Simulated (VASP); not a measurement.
Consider the following.

```
BiIn
1.0
    0.00000     3.39843     3.39843
    3.39843     0.00000     3.39843
    3.39843     3.39843     0.00000
In Bi
1 1
Cartesian
  0.00000   0.00000   0.00000
  1.69921   1.69921   1.69921
```

The numbers are results of PBEsol GGA, VASP's PBE PAW potentials (set 64) (plane waves; VASP 6.6.1), not measurements. Run with 300 eV cut-off, 6×6×6 Γ-centred mesh, Gaussian smearing of 0.10 eV, potentials In_d Bi_d.

At this cut-off the stress carries a Pulay error, which pulls relaxed volumes low.

Q: Give the stress tensor in GPa (positive for a compressed cell).

A: 
```
-1.44   0.00   0.00
 0.00  -1.44   0.00
 0.00   0.00  -1.44
```
The pressure is its mean diagonal, -1.44 GPa.

The structure comes from a computed database's InBi entry (F-43m); how it stands against other phases isn't given here. The cell was not relaxed at this level.
